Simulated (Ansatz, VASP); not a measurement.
# TaF3 in VASP and in Ansatz

The input POSCAR:

```
TaF3
1.0
    3.9012000000      0.0000000000      0.0000000000
    0.0000000000      3.9012000000      0.0000000000
    0.0000000000      0.0000000000      3.9012000000
Ta F
1 3
Direct
    0.0000000000      0.0000000000      0.0000000000
    0.5000000000      0.0000000000      0.0000000000
    0.0000000000      0.5000000000      0.0000000000
    0.0000000000      0.0000000000      0.5000000000
```

Contents of INCAR.step1:

```
PREC = Accurate
ENCUT = 520
ISMEAR = -1
SIGMA = 0.1
LREAL = False
LASPH = True
NELM = 100
NBANDS = 24
GGA = PE
ALGO = Normal
EDIFF = 1E-4
LWAVE = True
LCHARG = False
```

INCAR.step2

```
PREC = Accurate
ENCUT = 520
EDIFF = 1E-6
ISMEAR = -1
SIGMA = 0.1
LREAL = False
LASPH = True
NELM = 100
ALGO = Normal
ISIF = 2
LWAVE = False
LCHARG = False
METAGGA = R2SCAN
LMIXTAU = True
NBANDS = 24
ISTART = 1
```

KPOINTS

```
regular mesh
0
Gamma
  7 7 7
```

Input for Ansatz:

```yaml
crystal:
  lattice:
    - [3.9012, 0.0, 0.0]
    - [0.0, 3.9012, 0.0]
    - [0.0, 0.0, 3.9012]
  atoms:
    - { symbol: Ta, position: [0.0, 0.0, 0.0] }
    - { symbol: F, position: [0.5, 0.0, 0.0] }
    - { symbol: F, position: [0.0, 0.5, 0.0] }
    - { symbol: F, position: [0.0, 0.0, 0.5] }
kpoints:
  mp_grid:
    grid: [7, 7, 7]
hamiltonian:
  xc: r2scan
  pseudopotentials:
    kind: paw
scf:
  occupations:
    method: fermi_dirac
output:
  forces: true
  stress: true
```

Alike in both runs: task single point; functional r2SCAN; k mesh 7 × 7 × 7; no spin polarisation.

|  | VASP | Ansatz |
| --- | --- | --- |
| version | VASP 6.6.1 | Ansatz 0.2.0 |
| potentials or method | VASP PAW PBE potentials, release 64 (Ta_pv, F) | plane waves, PAW |
| plane-wave cutoff (eV) | 520 | 500 |
| occupations | fermi-dirac, width 0.1 eV | fermi-dirac |
| valence electrons in the cell | 32 | 34 |

```csv
,VASP,Ansatz,Ansatz less VASP
pressure (GPa),23.3,22.5,-0.89
```

The two sets of potentials don't hold the same shells in valence.

Caveats: so large a pressure means that the cell lies far from this level's equilibrium, or that cutoff or potentials fall short (VASP); the potentials were made for another functional, which shifts forces and pressure (VASP). The runs have no spin-orbit coupling, so splittings on Ta are missing.
